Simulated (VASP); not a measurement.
## CdF₂ (fluorite): computed properties

All values below come from LDA (Ceperley-Alder, Perdew-Zunger), VASP's LDA PAW potentials (set 64) (plane waves; VASP 6.6.1).

For CdF2, the space group is Fm-3m (225). The cell is a = b = c = 5.3155 Å, α = β = γ = 90.00° and the volume per atom comes out as 12.52 Å³/atom. The band gap (over mesh and band path) comes out as 2.94 eV and the smallest direct gap (over mesh and band path) comes out as 3.37 eV. The band-edge character without spin-orbit coupling is indirect, W to Γ and the band gap with spin-orbit coupling is 2.94 eV. The density comes out as 6.65 g/cm³ and the mean ε∞ (DFPT) is 2.89. The mean ε∞ (independent particles) is 2.93 and the mean static ε is 7.42. The optical Γ-point spectrum comes out as 245 (×3), 322 (×3) cm⁻¹.

Space group Fm-3m (No. 225); a = b = c = 5.3155 Å, α = β = γ = 90.00°

```
atom  site  symmetry       x       y       z
----  ----  --------  ------  ------  ------
Cd      4a      m-3m  0.0000  0.0000  0.0000
F       8c      -43m  0.2500  0.2500  0.2500
```
(The calculation used a cell of 3 atoms; values per cell refer to that cell.)

Measured: gap 7.80 eV (computed value off by -4.86 eV), as given by Giancarlo Cappellini et al., Physical Review B (2013), arXiv:1302.2571; ε∞ 2.40 at 300 K (computed value off by +20.2 %), as given by Rakita et al., (2019), arXiv:1907.03971.

The compound is CdF2 in the fluorite structure. It was relaxed first. Symmetry was kept, so distortions that lower it aren't found.
